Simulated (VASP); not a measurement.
These are PBE GGA with D3 dispersion (zero damping), VASP's PBE PAW potentials (set 64) (plane waves; VASP) values and carry that method's errors.

The input files of a VASP run:

KPOINTS:
```
Automatic
0
G
  16 16 16
0 0 0
```

**POSCAR**
```
Ir
1.0
  0.0000000000   1.9187942138   1.9187942138
  1.9187942138   0.0000000000   1.9187942138
  1.9187942138   1.9187942138   0.0000000000
Ir
1
Cart
  0.0000000000   0.0000000000   0.0000000000
```

**INCAR**
```
LREAL = .FALSE.   ! projection in real space or not
ENCUT = 520   ! plane-wave cut-off (eV)
EDIFF = 1E-7
ISMEAR = 1
ISIF = 2   ! forces and stress, cell fixed
GGA = PE   ! PBE
PREC = Accurate
LCHARG = .FALSE.
LMAXMIX = 6
LASPH = .TRUE.
LWAVE = .FALSE.
NELM = 100   ! most electronic steps
SYSTEM = Ir
SIGMA = 0.1
IVDW = 11
ALGO = Normal   ! blocked Davidson
```

POTCAR, in this order: Ir (PBE.64 set). Program: vasp_std.

Output of the run:

File OUTCAR:
```
 ion  position               nearest neighbor table
   1  0.000  0.000  0.000-
  LATTYP: Found a face centered cubic cell.
 ALAT       =     3.8375884276
 Subroutine PRICEL returns:
 Original cell was already a primitive cell.
 Subroutine GETGRP returns: Found 48 space group operations
The static configuration has the point symmetry O_h .
The dynamic configuration has the point symmetry O_h .
 Subroutine INISYM returns: Found 48 space group operations
 Subroutine IBZKPT returns following result:
 Found    145 irreducible k-points:

 Following reciprocal coordinates:
            Coordinates               Weight
  0.000000  0.000000  0.000000      1.000000
  0.062500  0.000000  0.000000      8.000000
  0.125000  0.000000  0.000000      8.000000
  0.187500  0.000000  0.000000      8.000000
  0.250000  0.000000  0.000000      8.000000
  0.312500  0.000000  0.000000      8.000000
  0.375000  0.000000  0.000000      8.000000
  0.437500  0.000000  0.000000      8.000000
  0.500000  0.000000  0.000000      4.000000
  0.062500  0.062500  0.000000      6.000000
...
```

**OSZICAR**
```
       N       E                     dE             d eps       ncg     rms          rms(c)
DAV:   1     0.446051274158E+02    0.44605E+02   -0.44075E+03  2336   0.101E+03
DAV:   2    -0.875306856741E+01   -0.53358E+02   -0.52060E+02  2344   0.211E+02
DAV:   3    -0.937403037841E+01   -0.62096E+00   -0.61780E+00  3432   0.309E+01
DAV:   4    -0.937769544624E+01   -0.36651E-02   -0.36645E-02  2896   0.169E+00
DAV:   5    -0.937772228655E+01   -0.26840E-04   -0.26841E-04  3544   0.911E-02    0.154E+01
DAV:   6    -0.892115396082E+01    0.45657E+00   -0.94090E-01  2704   0.137E+01    0.639E+00
DAV:   7    -0.883451510388E+01    0.86639E-01   -0.30511E-01  2976   0.724E+00    0.157E+00
DAV:   8    -0.882888694373E+01    0.56282E-02   -0.22808E-03  2568   0.763E-01    0.482E-01
DAV:   9    -0.882816088222E+01    0.72606E-03   -0.72238E-04  3056   0.446E-01    0.128E-02
DAV:  10    -0.882816769205E+01   -0.68098E-05   -0.42359E-06  3184   0.212E-02    0.402E-03
DAV:  11    -0.882816781427E+01   -0.12222E-06   -0.12303E-07  2648   0.423E-03    0.485E-04
DAV:  12    -0.882816773578E+01    0.78493E-07   -0.69051E-09  1336   0.101E-03
   1 F= -.95488860E+01 E0= -.95487811E+01  d E =-.314828E-03
```

OUTCAR:
```
------------------------ aborting loop because EDIFF is reached ----------------------------------------
 Edisp (eV)   -0.72072
  FORCE on cell =-STRESS in cart. coord.  units (eV):
  Direction    XX          YY          ZZ          XY          YZ          ZX
  --------------------------------------------------------------------------------------
  Total       0.03672     0.03672     0.03672     0.00000     0.00000     0.00000
  in kB       4.16393     4.16393     4.16393     0.00000     0.00000     0.00000
  external pressure =        4.16 kB  Pullay stress =        0.00 kB
  volume of cell :       14.13
      direct lattice vectors                 reciprocal lattice vectors
     0.000000000  1.918794214  1.918794214    -0.260580315  0.260580315  0.260580315
     1.918794214  0.000000000  1.918794214     0.260580315 -0.260580315  0.260580315
     1.918794214  1.918794214  0.000000000     0.260580315  0.260580315 -0.260580315
 POSITION                                       TOTAL-FORCE (eV/Angst)
 -----------------------------------------------------------------------------------
      0.00000      0.00000      0.00000        -0.000000     -0.000000     -0.000000
 -----------------------------------------------------------------------------------
    total drift:                                0.000000      0.000000      0.000000
  FREE ENERGIE OF THE ION-ELECTRON SYSTEM (eV)
  ---------------------------------------------------
  free  energy   TOTEN  =        -9.5488860095 eV

  energy  without entropy=       -9.5485711811  energy(sigma->0) =       -9.54878107
```
(Selected blocks of OUTCAR.)

The compound is Ir in the fcc structure. It was relaxed first.
